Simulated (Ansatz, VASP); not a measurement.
## Sn in two plane-wave programs

Wanted: the spread between two codes on one cell, functional and k mesh. The cell is taken from a series of runs on this material, whose earlier steps may have relaxed, scaled, displaced or heated it; both programs get it as it stands.

Calculated with Ansatz 0.2.0; plane waves, with VASP 6.6.1 beside it; zone-centre phonons at LDA.

## (1) The starting structure

The structure is tetragonal, space group I4_1/amd (No. 141). The conventional cell has a = 5.751 Å, b = 5.751 Å, c = 3.194 Å, α = 90.00°, β = 90.00°, γ = 90.00°. Nearest to Sn lie 6 Sn at 2.98 to 3.19 Å.

## (2) VASP: zone-centre phonons, LDA, pair 1

Second derivatives magnify differences that forces hide, and they need a tight electronic threshold.

Lines of VASP's logs that name or quote its potential files are left out, and so is its time.

The input, INCAR:

```
SYSTEM = Sn
PREC = Accurate
ENCUT = 500
EDIFF = 1E-08
NELM = 120
ISMEAR = 0
SIGMA = 0.1
LREAL = .FALSE.
ALGO = Normal
GGA = CA
NBANDS = 20
LORBIT = 11
LWAVE = .FALSE.
LCHARG = .FALSE.
ISIF = 2
IBRION = 8
LASPH = .TRUE.
GGA_COMPAT = .FALSE.
KPAR = 2
```

The input, POSCAR:

```
Sn
1.0
   -2.8754513694      2.8754513694      1.5971028891
    2.8754513694     -2.8754513694      1.5971028891
    2.8754513694      2.8754513694     -1.5971028891
Sn
2
Direct
    0.7500000000      0.2500000000      0.5000000000
    0.0000000000      0.0000000000      0.0000000000
```

The input, KPOINTS:

```
Automatic mesh
0
Gamma
8 8 8
0 0 0
```

PAW data sets: Sn_d (LDA family, release 64).

Launch:

```console
> mpirun -np 2 vasp_std
```

Numbers of over 12 decimals in the logs are rounded to 6 here.

The program printed:

```text
[banner, memory and clock lines left out]
running    2 mpi-ranks, on    1 nodes
 distrk:  each k-point on    1 cores,    2 groups
 distr:  one band on    1 cores,    1 groups

 POSCAR found type information on POSCAR Sn
 POSCAR found :  1 types and       2 ions
 LDA part: xc-table for (Slater(with rela. corr.)+CA(PZ))
 , standard interpolation
 POSCAR, INCAR and KPOINTS ok, starting setup
 FFT: planning ... GRIDC
 FFT: planning ... GRID_SOFT
 FFT: planning ... GRID
 WAVECAR not read
 entering main loop
       N       E                     dE             d eps       ncg     rms          rms(c)
DAV:   1     0.214376811659E+03    0.21438E+03   -0.14261E+04  2388   0.216E+03
DAV:   2     0.127273005050E+02   -0.20165E+03   -0.19802E+03  2380   0.448E+02
DAV:   3    -0.831750557785E+01   -0.21045E+02   -0.20834E+02  2684   0.137E+02
DAV:   4    -0.898629361063E+01   -0.66879E+00   -0.66744E+00  2676   0.271E+01
DAV:   5    -0.901353015042E+01   -0.27237E-01   -0.27235E-01  3300   0.511E+00    0.259E+00
DAV:   6    -0.898251175507E+01    0.31018E-01   -0.37717E-02  3196   0.277E+00    0.141E+00
DAV:   7    -0.897032395506E+01    0.12188E-01   -0.20016E-02  3216   0.198E+00    0.158E-01
DAV:   8    -0.896979878611E+01    0.52517E-03   -0.21370E-03  2952   0.670E-01    0.315E-02
DAV:   9    -0.896980264215E+01   -0.38560E-05   -0.56904E-05  3212   0.711E-02    0.124E-02
DAV:  10    -0.896980277591E+01   -0.13376E-06   -0.53058E-06  3120   0.251E-02    0.175E-03
DAV:  11    -0.896980278342E+01   -0.75138E-08   -0.47574E-07  2736   0.853E-03    0.133E-03
DAV:  12    -0.896980278409E+01   -0.66893E-09   -0.24648E-08  2260   0.181E-03
   1 F= -.89698028E+01 E0= -.89674461E+01  d E =-.471345E-02
 Linear response reoptimize wavefunctions to high precision
DAV:   1    -0.896980278440E+01   -0.30377E-09   -0.39172E-09  1992   0.604E-04
DAV:   2    -0.896980278441E+01   -0.10914E-10   -0.49779E-10  1560   0.249E-04
 Linear response DOF=           2
 Linear response progress:
  Degree of freedom:   1/  2
       N       E                     dE             d eps       ncg     rms          rms(c)
RMM:   1    -0.218951335963E+00   -0.21895E+00    0.51849E-01  7617   0.974E+00
RMM:   2    -0.225828430785E+00   -0.68771E-02   -0.18734E-02 10534   0.115E+00    0.540E-02
RMM:   3    -0.226058870523E+00   -0.23044E-03   -0.15771E-03 10786   0.330E-01    0.233E-02
RMM:   4    -0.226038779429E+00    0.20091E-04   -0.97467E-05 11137   0.911E-02    0.117E-02
RMM:   5    -0.226043883204E+00   -0.51038E-05   -0.10398E-05 11141   0.312E-02    0.318E-03
RMM:   6    -0.226044317294E+00   -0.43409E-06    0.49519E-07 11078   0.951E-03    0.144E-03
RMM:   7    -0.226043749914E+00    0.56738E-06    0.10475E-07 11182   0.372E-03    0.505E-04
RMM:   8    -0.226041395464E+00    0.23545E-05   -0.21620E-07 11243   0.145E-03    0.765E-05
RMM:   9    -0.226040913829E+00    0.48163E-06    0.10779E-06 11667   0.675E-04    0.276E-05
RMM:  10    -0.226040384767E+00    0.52906E-06    0.38248E-07 11162   0.376E-04    0.115E-05
RMM:  11    -0.226040415421E+00   -0.30654E-07    0.53874E-07 12050   0.231E-04    0.814E-06
RMM:  12    -0.226040253126E+00    0.16230E-06    0.44432E-07 11124   0.175E-04    0.466E-06
RMM:  13    -0.226040279316E+00   -0.26190E-07    0.19624E-07 12528   0.141E-04    0.254E-06
RMM:  14    -0.226040240369E+00    0.38947E-07    0.11407E-07 12313   0.126E-04    0.111E-06
RMM:  15    -0.226040200485E+00    0.39884E-07    0.60347E-08 12921   0.117E-04    0.797E-07
RMM:  16    -0.226040209444E+00   -0.89593E-08    0.32842E-08 12309   0.112E-04    0.282E-07
 first order change of Fermi-energy   0.14369E-04
 force on displaced ion       1 direction 1 :  -4.153  -0.000  -0.000
 Linear response progress:
  Degree of freedom:   2/  2
       N       E                     dE             d eps       ncg     rms          rms(c)
RMM:   1    -0.207119625237E+00   -0.20712E+00    0.57904E-01  4792   0.101E+01
RMM:   2    -0.212830300125E+00   -0.57107E-02   -0.17450E-02  6627   0.110E+00    0.409E-02
RMM:   3    -0.212951794852E+00   -0.12149E-03   -0.13860E-03  6819   0.304E-01    0.175E-02
RMM:   4    -0.212874221176E+00    0.77574E-04   -0.89843E-05  6988   0.827E-02    0.104E-02
RMM:   5    -0.212843873791E+00    0.30347E-04   -0.96190E-06  6934   0.268E-02    0.311E-03
RMM:   6    -0.212841665027E+00    0.22088E-05   -0.92727E-07  6910   0.834E-03    0.811E-04
RMM:   7    -0.212844881611E+00   -0.32166E-05   -0.18666E-07  6949   0.308E-03    0.198E-04
RMM:   8    -0.212843494450E+00    0.13872E-05   -0.73581E-08  7136   0.116E-03    0.135E-04
RMM:   9    -0.212842452322E+00    0.10421E-05   -0.67763E-08  6995   0.530E-04    0.217E-05
RMM:  10    -0.212842781676E+00   -0.32935E-06   -0.58356E-08  7388   0.273E-04    0.251E-05
RMM:  11    -0.212842721271E+00    0.60406E-07    0.88273E-09  7304   0.181E-04    0.117E-05
RMM:  12    -0.212842691317E+00    0.29953E-07    0.36449E-09  7581   0.138E-04    0.381E-06
RMM:  13    -0.212842669143E+00    0.22174E-07    0.92253E-09  7729   0.120E-04    0.104E-06
RMM:  14    -0.212842654599E+00    0.14543E-07   -0.19458E-09  8044   0.109E-04    0.988E-07
RMM:  15    -0.212842657947E+00   -0.33481E-08    0.12771E-09  7188   0.104E-04    0.240E-07
 first order change of Fermi-energy  -0.30779E-04
 force on displaced ion       1 direction 3 :   0.000  -0.000  -0.458
 Linear response finished
```

OUTCAR, selected parts (step 2):

```text
ion  position               nearest neighbor table
   1  0.750  0.250  0.500-   2 2.98   2 2.98   2 2.98   2 2.98   2 3.74   2 3.74   2 3.74   2 3.74

  LATTYP: Found a body centered tetragonal cell.
 ALAT       =     5.7509027388
 C/A-ratio  =     0.5554268474

 Subroutine GETGRP returns: Found 16 space group operations
 (whereof  8 operations were pure point group operations)

The static configuration has the point symmetry D_2d.
 The point group associated with its full space group is D_4h.

 Found     59 irreducible k-points:

   k-points           NKPTS =     59   k-points in BZ     NKDIM =     59   number of bands    NBANDS=     20

   dimension x,y,z NGX =    32 NGY =   32 NGZ =   32
   dimension x,y,z NGXF=    64 NGYF=   64 NGZF=   64

   ENCUT  =  500.0 eV  36.75 Ry    6.06 a.u.   7.97  7.97  7.97*2*pi/ulx,y,z

   NELECT =      28.0000    total number of electrons

 k-points in reciprocal lattice and weights: Automatic mesh
   0.00000000  0.00000000  0.00000000       0.002
   0.12500000  0.00000000  0.00000000       0.016
   0.25000000  0.00000000  0.00000000       0.016
   0.37500000  0.00000000  0.00000000       0.016
   0.50000000  0.00000000  0.00000000       0.008
   0.12500000  0.12500000  0.00000000       0.016
   0.25000000  0.12500000  0.00000000       0.031
   0.37500000  0.12500000  0.00000000       0.031
   0.50000000  0.12500000  0.00000000       0.031
[...]
-0.37500000 -0.37500000  0.37500000       0.004
   0.50000000  0.50000000  0.50000000       0.002

 average (electrostatic) potential at core
       1 -98.6397       2 -98.6397

  Total       -0.1804902     -0.1804902     -0.0657445      0.0000000      0.0000000      0.0000000
  in kB       -5.4746871     -5.4746871     -1.9941822      0.0000000      0.0000000      0.0000000
  external PRESSURE =      -4.3145188 kB  Pullay stress =       0.0000000 kB

  energy-cutoff  :      500.00
  volume of cell :       52.82
      direct lattice vectors                 reciprocal lattice vectors
    -2.875451369  2.875451369  1.597102889     0.000000000  0.173885744  0.313066868
     2.875451369 -2.875451369  1.597102889     0.173885744  0.000000000  0.313066868
     2.875451369  2.875451369 -1.597102889     0.173885744  0.173885744  0.000000000

 POSITION                                       TOTAL-FORCE (eV/Angst)
 -----------------------------------------------------------------------------------
      0.00000      2.87545      0.79855        -0.000000      0.000000      0.000000
      0.00000      0.00000      0.00000         0.000000     -0.000000     -0.000000
 -----------------------------------------------------------------------------------
    total drift:                                0.000000     -0.000000      0.000000

 Eigenvectors and eigenvalues of the dynamical matrix
 ----------------------------------------------------

   1 f  =    4.135299 THz    25.982849 2PiTHz  137.938720 cm-1    17.102214 meV
             X         Y         Z           dx          dy          dz
      0.000000  2.875451  0.798551     0.707107    0.000000    0.000000
      0.000000  0.000000  0.000000    -0.707107    0.000000    0.000000

   2 f  =    4.135299 THz    25.982849 2PiTHz  137.938720 cm-1    17.102214 meV
             X         Y         Z           dx          dy          dz
      0.000000  2.875451  0.798551     0.000000    0.707107    0.000000
      0.000000  0.000000  0.000000     0.000000   -0.707107   -0.000000

   3 f  =    1.373290 THz     8.628638 2PiTHz   45.808035 cm-1     5.679470 meV
             X         Y         Z           dx          dy          dz
      0.000000  2.875451  0.798551     0.000000    0.000000   -0.707107
      0.000000  0.000000  0.000000     0.000000    0.000000    0.707107

   4 f  =    0.000000 THz     0.000000 2PiTHz    0.000002 cm-1     0.000000 meV
             X         Y         Z           dx          dy          dz
      0.000000  2.875451  0.798551     0.000000    0.698616   -0.109250
      0.000000  0.000000  0.000000     0.000000    0.698616   -0.109250

   5 f  =    0.000000 THz     0.000000 2PiTHz    0.000000 cm-1     0.000000 meV
             X         Y         Z           dx          dy          dz
      0.000000  2.875451  0.798551     0.707107    0.000000    0.000000
      0.000000  0.000000  0.000000     0.707107    0.000000    0.000000

   6 f/i=    0.000000 THz     0.000000 2PiTHz    0.000001 cm-1     0.000000 meV
             X         Y         Z           dx          dy          dz
      0.000000  2.875451  0.798551     0.000000    0.109250    0.698616
      0.000000  0.000000  0.000000     0.000000    0.109250    0.698616

 ELASTIC MODULI CONTR FROM IONIC RELAXATION (kBar)
 Direction    XX          YY          ZZ          XY          YZ          ZX
 --------------------------------------------------------------------------------
 XX       -1034.9856   1034.9856      0.0000      0.0000      0.0000      0.0000
 YY        1034.9856  -1034.9856      0.0000      0.0000      0.0000      0.0000
 ZZ           0.0000      0.0000      0.0000      0.0000      0.0000      0.0000
 XY           0.0000      0.0000      0.0000      0.0000      0.0000      0.0000
 YZ           0.0000      0.0000      0.0000      0.0000    -46.6155      0.0000
 ZX           0.0000      0.0000      0.0000      0.0000      0.0000    -58.8758
 --------------------------------------------------------------------------------
```

The k-mesh is coarse for a metal.

## (3) Ansatz: zone-centre phonons, LDA, pair 1

Ansatz runs on its PAW soft_1 files.

The same cell, functional (in two slightly different forms), mesh and smearing now go to Ansatz.

The input, input.yaml:

```yaml
crystal:
  lattice:
    - [-2.8754513694, 2.8754513694, 1.5971028891]
    - [2.8754513694, -2.8754513694, 1.5971028891]
    - [2.8754513694, 2.8754513694, -1.5971028891]
  atoms:
    - { symbol: Sn, position: [0.75, 0.25, 0.5] }
    - { symbol: Sn, position: [0.0, 0.0, 0.0] }
kpoints:
  mp_grid: { grid: [8, 8, 8] }
hamiltonian:
  xc: lda
  pseudopotentials: { kind: paw, azcp: { folder: soft_1 }, xc_functional: pbe }
scf:
  occupations: { method: gaussian, width: 0.1 }
output:
  eigenvalues: true
basis:
  ecutwfc: 260.0
phonons:
  method: dfpt
```

Launch:

```console
> ansatz run input.yaml --threads 8 --pin off --max-ram 15360MiB --backend cpu --events-out ev --progress --plain --runs-dir out
```

The program printed:

```text
Warning: basis.ecutwfc = 260 eV is below the records' recommended 420 eV, and the density's cutoff is lower with it unless basis.ecutrho_ratio is high enough to keep the records' density cutoff: compare with a run at a higher cutoff
zone centre: on kpoints.mp_grid the ground state, and the responses unless they are solved on pairs of k-points, stand on 95 of the mesh's 512 k-points, reduced under 4 symmetry operations, with k and −k counted as one. Each operation leaves every solved displacement unchanged or reverses it
Engine: ansatz 0.2.0, x86_64-unknown-linux-gnu
Pseudopotentials: kind: paw
Pseudopotential: Sn, paw, valence charge 14, recommended cutoff 420 eV (normal), soft_1/Sn.paw.azcp
Functional definition: SPW92
  exchange = slater_x
  correlation = pw_c
Crystal: 2 atoms, lattice volume = 52.821 Å³
Basis set: ecut = 260 eV, 509 PW (Γ), exchange–correlation on 48×48×48 points (8 copies of the dense FFT grid, shifted against one another)
Bands: 18, of which v1, the nominal top of the filled ones, is band 14 counted from 1 (13 counted from 0)
Symmetry: 16 space group operations
k-points: 95 of 512 (irreducible under 4 space group operations, time reversal used)
Non-local potential: Sn, projectors of the file, l = 0: 2, l = 1: 2, l = 2: 2, l = 3: 1
PAW form: soft (Blöchl's): semilocal exchange-correlation on the pseudo side does not see the compensation charge
PAW frozen core: Sn, regenerated for the run's functional, and the local potential with it (the file was generated under x = pbe(κ = 0.804, μ = 0.219515), c = pbe(β = 0.066725))
PAW one-centre angular grid: Sn, 590 points (default); XC on 64 Gauss nodes
Initial density: superposition of atomic densities (chi_scale 0.1, normalization cell)
Initial wavefunctions: pseudopotential atomic-orbital guess
Functional: x = slater, c = lda
SCF iter   1: F=—  HF=-11758.893220 eV  |F-HF|=—  |Δ(HF+E_count)|=         —  Δρ=1.76e-2  dr2=1.49e-1  ethr=3.10e-3  ⟨swp⟩=5.9  Hψ=8246  notcnv=0
preconditioner: auto → Kerker (q_TF=auto, 2.454 Å⁻¹)  [metal: Δε(μ)=0.111 eV  Ē_g=19.980 eV  σ=0.100 eV  W_gap=0.49  n_scr=16 (ndim 8)  ℏωp=27.0 eV  f_vac=0.000  D(μ)=0.90/eV (n_scr^D=4)]
SCF iter   2: F=—  HF=-11758.826279 eV  |F-HF|=—  |Δ(HF+E_count)|=   6.69e-2  Δρ=9.19e-3  dr2=4.07e-2  ethr=5.31e-4  ⟨swp⟩=3.0  Hψ=4145  notcnv=0  defer=12
preconditioner: auto → none  [insulator: Δε(μ)=0.115 eV  Ē_g=20.213 eV  σ=0.100 eV  W_gap=0.51  n_scr=16 (ndim 8)  ℏωp=27.0 eV  f_vac=0.000  D(μ)=0.88/eV (n_scr^D=4)  ε∞_Penn≈2.8]
SCF iter   3: F=—  HF=-11758.817108 eV  |F-HF|=—  |Δ(HF+E_count)|=   9.17e-3  Δρ=1.65e-3  dr2=1.07e-3  ethr=1.45e-4  ⟨swp⟩=2.0  Hψ=3097  notcnv=0  defer=12
SCF iter   4: F=—  HF=-11758.817065 eV  |F-HF|=—  |Δ(HF+E_count)|=   4.22e-5  Δρ=6.82e-5  dr2=2.42e-6  ethr=3.81e-6  ⟨swp⟩=1.3  Hψ=1789  notcnv=0  defer=12
SCF iter   5: F=—  HF=-11758.817066 eV  |F-HF|=—  |Δ(HF+E_count)|=   9.31e-7  Δρ=1.88e-5  dr2=9.19e-8  ethr=8.63e-9  ⟨swp⟩=2.1  Hψ=3039  notcnv=0  defer=12
SCF iter   6: F=—  HF=-11758.817066 eV  |F-HF|=—  |Δ(HF+E_count)|=   8.30e-9  Δρ=2.76e-6  dr2=4.55e-9  ethr=3.28e-10  ⟨swp⟩=2.9  Hψ=3068  notcnv=0  defer=12
SCF iter   7: F=—  HF=-11758.817066 eV  |F-HF|=—  |Δ(HF+E_count)|=   1.77e-9  Δρ=6.66e-7  dr2=1.79e-10  ethr=1.62e-11  ⟨swp⟩=2.2  Hψ=2998  notcnv=0  defer=12
SCF iter   8: F=-11758.817066 eV  HF=-11758.817066 eV  |F-HF|=0.00e0  |Δ(HF+E_count)|=  5.46e-11  Δρ=3.39e-8  dr2=5.73e-13  ethr=1.00e-12  ⟨swp⟩=6.4  Hψ=7811  notcnv=0
SCF 1 converged in 8 iterations: F = -11758.817066 eV  dr2 = 5.73e-13
  greatest PAW one-centre occupation: 0.996 electrons in one spin orbital (limit 2), on the Sn atom at site 1 (counted from 0), in its partial waves of l = 2
DFPT response loops at Γ: preconditioner auto → Kerker (q_TF=auto, 2.454 Å⁻¹) (partly filled bands, converged f_vac=0.000); β = 1.00, the filter's whole step (`scf.mixing.beta` (0.50) is not read by the response loops under this deck's `scf.mixing.preconditioner`; to damp them name `kerker` or `kerker_dos`, under which they read `scf.mixing.beta`, and type it under 1.00, their step now; both keys bind the ground state too); Broyden in place of MSR1
SCF converged after 8 iterations
Free energy (F): -11758.817066 eV
Harris-Foulkes:  -11758.817066 eV  (|F-HF|=0.00e0)
Internal energy: -11758.812619 eV  (E = F + TS)
E sigma→0 (E₀):  -11758.814843 eV
Entropy (-TS):   -0.004448 eV (-2.224 meV/atom)
Fermi energy:    10.836678 eV
--- Per-component energies (eV) ---
  E_band       = -161.738089
  E_kinetic    = 342.853971
  E_local      = -1992.358886  (includes V_loc(G=0)·N_el)
  E_nonlocal   = 296.572352
  E_hartree    = 1003.197095
  E_xc         = -251.677942
  E_vxc        = -164.264852  (∫ρ·V_xc dr)
  E_paw        = -8449.616482  (= ΣΔE_a)
  E_vpaw       = -650.939084  (= ΣTr[D̂ρ^β])
  E_aug_tail   = 0.004186  (compensation charges beyond the density's cutoff)
  E_ewald      = -2708.636696
  E_core_change = 0.849782  (= ΣΔE_core)
  E_smearing   = -0.004448  (= −TS)
  E_closure    = -0.000000  (closes the sum)
  Σ components = -11758.817066   (vs F -11758.817066, Δ=0.00e0)
--- Band table (eV; the first three rows and the last of 95) ---
  k-point 0: bands = [... 10 lower, -0.5064, 7.3616, 8.9122, 8.9122, 13.9937, 17.3415, 17.3415, 17.5528]
  k-point 1: bands = [... 10 lower, -0.3604, 6.2425, 9.0869, 9.7516, 14.6650, 16.1700, 16.6117, 17.4335]
  k-point 2: bands = [... 10 lower, 0.0776, 4.6155, 9.6005, 10.7242, 14.5473, 15.2245, 16.5006, 17.0455]
  k-point 94: bands = [... 10 lower, 3.2509, 3.2509, 5.9650, 5.9650, 15.6432, 15.6432, 20.6954, 20.6954]
--- Phonons (Γ-DFPT): 2 representative perturbations + reference, on 95 of 512 k-points (Σ response iterations 6) ---
  k mesh reduced under 4 symmetry operations, with k and −k counted as one. Each operation leaves every solved displacement unchanged or reverses it
  ASR residual: 2.658e-5 → 0.000e0 eV/Å²; symmetrization residual: 7.595e-13 eV/Å²
  ASR residual per site (eV/Å²): 2.66e-5 2.66e-5
  Γ frequencies (cm⁻¹): 0.00 0.00 0.00 48.93 139.79 139.79
  non-analytic LO–TO correction: not included (Born effective charges unavailable; polar crystals: no LO–TO splitting at Γ)
```

In the SCF lines HF is the Harris–Foulkes energy and dr2 the Hartree energy of the density residual, in eV; the loop may stop once dr2 is under the threshold and the program's other checks hold. Hψ counts applications of the Hamiltonian.

(Continued in part 2 of 2.)

[Lines on the potential files, build, host, timing and source positions are cut from VASP's logs without a mark.]

[Logs are printed without paths, hosts, clocks, repeated set-up lines and the standing remarks that a program may print on its own settings, such as how far it seeks lower states.]

[Hosts, paths, dates, database ids (printed as entryN), source tags and the programs' standing remarks are cut or masked in the printed files.]
